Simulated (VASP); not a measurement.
Output of a VASP run:

### OUTCAR
```
 ion  position               nearest neighbor table
   1  0.667  0.333  0.500-   4 1.92   4 1.92   4 1.92   3 1.94   2 3.13   2 3.13   2 3.13   2 3.13
                             2 3.13   2 3.13
   2  0.333  0.667  0.000-   3 1.92   3 1.92   3 1.92   4 1.94   1 3.13   1 3.13   1 3.13   1 3.13
                             1 3.13   1 3.13
   3  0.667  0.333  0.882-   2 1.92   2 1.92   2 1.92   1 1.94
   4  0.333  0.667  0.382-   1 1.92   1 1.92   1 1.92   2 1.94
  LATTYP: Found a hexagonal cell.
 ALAT       =     3.1667391049
 C/A-ratio  =     1.6012798967
 Subroutine PRICEL returns:
 Original cell was already a primitive cell.
 Subroutine GETGRP returns: Found 12 space group operations
The static configuration has the point symmetry C_3v.
 The point group associated with its full space group is C_6v.
The dynamic configuration has the point symmetry C_3v.
 Subroutine INISYM returns: Found 12 space group operations
 Subroutine IBZKPT returns following result:
 Found     30 irreducible k-points:

 Following reciprocal coordinates:
            Coordinates               Weight
  0.000000  0.000000  0.000000      1.000000
  0.125000  0.000000  0.000000      6.000000
  0.250000  0.000000  0.000000      6.000000
  0.375000 -0.000000  0.000000      6.000000
  0.500000  0.000000  0.000000      3.000000
  0.125000  0.125000  0.000000      6.000000
  0.250000  0.125000  0.000000     12.000000
  0.375000  0.125000  0.000000     12.000000
  0.250000  0.250000  0.000000      6.000000
  0.375000  0.250000  0.000000      6.000000
  0.000000  0.000000  0.200000      2.000000
  0.125000  0.000000  0.200000     12.000000
  0.250000  0.000000  0.200000     12.000000
  0.375000 -0.000000  0.200000     12.000000
  0.500000  0.000000  0.200000      6.000000
  0.125000  0.125000  0.200000     12.000000
  0.250000  0.125000  0.200000     24.000000
  0.375000  0.125000  0.200000     24.000000
  0.250000  0.250000  0.200000     12.000000
  0.375000  0.250000  0.200000     12.000000
  0.000000  0.000000  0.400000      2.000000
  0.125000  0.000000  0.400000     12.000000
  0.250000  0.000000  0.400000     12.000000
  0.375000 -0.000000  0.400000     12.000000
  0.500000  0.000000  0.400000      6.000000
  0.125000  0.125000  0.400000     12.000000
  0.250000  0.125000  0.400000     24.000000
  0.375000  0.125000  0.400000     24.000000
  0.250000  0.250000  0.400000     12.000000
  0.375000  0.250000  0.400000     12.000000
   k-points           NKPTS =     30   k-points in BZ     NKDIM =     30   number of bands    NBANDS=     12
   number of dos      NEDOS =    301   number of ions     NIONS =      4
   total plane-waves  NPLWV =  23040
   dimension x,y,z NGX =    24 NGY =   24 NGZ =   40
   dimension x,y,z NGXF=    48 NGYF=   48 NGZF=   80
   ions per type =               2   2
   PREC   = accura    normal or accurate (medium, high low for compatibility)
   ISTART =      0    job   : 0-new  1-cont  2-samecut
   ICHARG =      2    charge: 1-file 2-atom 10-const
   ISPIN  =      1    spin polarized calculation?
   LNONCOLLINEAR =      F non collinear calculations
   LSORBIT =      F    spin-orbit coupling
   INIWAV =      1    electr: 0-lowe 1-rand  2-diag
   ENCUT  =  520.0 eV  38.22 Ry    6.18 a.u.   5.89  5.89  9.43*2*pi/ulx,y,z
   NELM   =    100;   NELMIN=  2; NELMDL= -5     # of ELM steps
   EDIFF  = 0.1E-06   stopping-criterion for ELM
   LREAL  =      F    real-space projection
   NLSPLINE    = F    spline interpolate recip. space projectors
   LMAXMIX     =    2 max onsite mixed and CHGCAR
   VOSKOWN=      0    Vosko Wilk Nusair interpolation
   EDIFFG = -.1E-01   stopping-criterion for IOM
   NSW    =     30    number of steps for IOM
   NBLOCK =      1;   KBLOCK =     30    inner block; outer block
   IBRION =      2    ionic relax: 0-MD 1-quasi-New 2-CG
   NFREE  =      1    steps in history (QN), initial steepest desc. (CG)
   ISIF   =      4    stress and relaxation
   ISYM   =      2    0-nonsym 1-usesym 2-fastsym
   TEIN   =    0.0    initial temperature
...
```

### OSZICAR
```
       N       E                     dE             d eps       ncg     rms          rms(c)
DAV:   1     0.521369772380E+02    0.52137E+02   -0.75754E+03   720   0.119E+03
DAV:   2    -0.301702614184E+02   -0.82307E+02   -0.76479E+02  1016   0.220E+02
DAV:   3    -0.342708082974E+02   -0.41005E+01   -0.40828E+01   936   0.550E+01
DAV:   4    -0.343066520165E+02   -0.35844E-01   -0.35835E-01   852   0.590E+00
DAV:   5    -0.343071898438E+02   -0.53783E-03   -0.53781E-03   904   0.737E-01    0.118E+01
DAV:   6    -0.297370058558E+02    0.45702E+01   -0.17120E+01   876   0.312E+01    0.415E+00
DAV:   7    -0.297612728337E+02   -0.24267E-01   -0.61886E-01   768   0.618E+00    0.282E+00
DAV:   8    -0.297546227653E+02    0.66501E-02   -0.82645E-02   828   0.304E+00    0.511E-01
DAV:   9    -0.297494774788E+02    0.51453E-02   -0.21676E-02   908   0.109E+00    0.249E-01
DAV:  10    -0.297500827270E+02   -0.60525E-03   -0.25548E-03   828   0.384E-01    0.135E-01
DAV:  11    -0.297500059284E+02    0.76799E-04   -0.22172E-04   840   0.119E-01    0.356E-02
DAV:  12    -0.297500079203E+02   -0.19919E-05   -0.95834E-06   784   0.314E-02    0.998E-03
DAV:  13    -0.297500075983E+02    0.32203E-06   -0.70872E-06   892   0.195E-02    0.580E-03
DAV:  14    -0.297500075710E+02    0.27293E-07   -0.49584E-07   800   0.641E-03
   1 F= -.30913512E+02 E0= -.30913512E+02  d E =-.309135E+02
       N       E                     dE             d eps       ncg     rms          rms(c)
DAV:   1    -0.297504606921E+02   -0.45309E-03   -0.21645E-02   720   0.141E+00    0.788E-02
DAV:   2    -0.297503303643E+02    0.13033E-03   -0.18325E-04   916   0.129E-01    0.446E-02
DAV:   3    -0.297502620760E+02    0.68288E-04   -0.10068E-04   884   0.879E-02    0.287E-03
DAV:   4    -0.297502627628E+02   -0.68680E-06   -0.71662E-06   816   0.249E-02    0.246E-03
DAV:   5    -0.297502627823E+02   -0.19512E-07   -0.12421E-07   620   0.344E-03
   2 F= -.30913803E+02 E0= -.30913803E+02  d E =-.291223E-03
       N       E                     dE             d eps       ncg     rms          rms(c)
DAV:   1    -0.297503204515E+02   -0.57689E-04   -0.45861E-03   720   0.649E-01    0.363E-02
DAV:   2    -0.297502927502E+02    0.27701E-04   -0.38878E-05   916   0.593E-02    0.205E-02
DAV:   3    -0.297502782526E+02    0.14498E-04   -0.21505E-05   884   0.406E-02    0.134E-03
DAV:   4    -0.297502784024E+02   -0.14982E-06   -0.15423E-06   816   0.115E-02    0.114E-03
DAV:   5    -0.297502784121E+02   -0.97544E-08   -0.25922E-08   440   0.161E-03
   3 F= -.30913835E+02 E0= -.30913835E+02  d E =-.322870E-03
       N       E                     dE             d eps       ncg     rms          rms(c)
DAV:   1    -0.297502939691E+02   -0.15567E-04   -0.14564E-02   720   0.110E+00    0.211E-02
DAV:   2    -0.297503075048E+02   -0.13536E-04   -0.23208E-04   840   0.131E-01    0.134E-02
DAV:   3    -0.297503015836E+02    0.59212E-05   -0.62654E-06   832   0.292E-02    0.566E-03
DAV:   4    -0.297503010039E+02    0.57974E-06   -0.62256E-06   868   0.220E-02    0.223E-03
DAV:   5    -0.297503010264E+02   -0.22455E-07   -0.58960E-07   676   0.728E-03
   4 F= -.30913861E+02 E0= -.30913861E+02  d E =-.260222E-04
```

### OUTCAR
```
------------------------ aborting loop because EDIFF is reached ----------------------------------------
  Edisp (eV):   -1.16356
  FORCE on cell =-STRESS in cart. coord.  units (eV):
  Direction    XX          YY          ZZ          XY          YZ          ZX
  --------------------------------------------------------------------------------------
  Total      -2.90825    -2.90825    -2.88480     0.00000     0.00000     0.00000
  in kB    -105.80534  -105.80534  -104.95213     0.00000     0.00000     0.00000
  external pressure =     -105.52 kB  Pullay stress =        0.00 kB
  volume of cell :       44.04
      direct lattice vectors                 reciprocal lattice vectors
     1.581530656 -2.739291445  0.000000000     0.316149420 -0.182528953  0.000000000
     1.581530656  2.739291445 -0.000000000     0.316149420  0.182528953 -0.000000000
     0.000000000  0.000000000  5.082634585     0.000000000  0.000000000  0.196748356
  FREE ENERGIE OF THE ION-ELECTRON SYSTEM (eV)
  ---------------------------------------------------
  free  energy   TOTEN  =       -30.9138610658 eV

  energy  without entropy=      -30.9138610658  energy(sigma->0) =      -30.91386107

 reached required accuracy - stopping structural energy minimisation
```
(Selected blocks of OUTCAR.)

### POSCAR
```
AlN
1
    1.5833695550    -2.7424765105     0.0000000000
    1.5833695550     2.7424765105     0.0000000000
    0.0000000000     0.0000000000     5.0708356667
Al N
2 2
Direct
  0.6666670000   0.3333330000   0.5000463799
  0.3333330000   0.6666670000   0.0000463799
  0.6666670000   0.3333330000   0.8819536201
  0.3333330000   0.6666670000   0.3819536201
```

### Question
Write an INCAR and KPOINTS that could have produced this output.

### Answer
This is not unique; one that fits is the input of the run itself, PBE GGA with D4 dispersion, plane waves, VASP's PBE PAW potentials (set 64).

KPOINTS:
```
Automatic mesh
0
G
 8 8 5
```

INCAR:
```
SYSTEM = AlN
PREC = Accurate
ENCUT = 520
EDIFF = 1E-7
NELM = 100
ALGO = Normal
LREAL = .FALSE.
LASPH = .TRUE.
ISMEAR = 0
SIGMA = 0.05
GGA = PE
IVDW = 13
LWAVE = .FALSE.
LCHARG = .FALSE.
ISIF = 4
IBRION = 2
NSW = 30
EDIFFG = -0.01
```

POTCAR, in this order: Al N (PBE.64 set). Program: vasp_std.

The compound is AlN in the wurtzite structure. This cell is one point of a volume scan, at 1.06 of the reference volume. Symmetry was kept, so distortions that lower it aren't found.
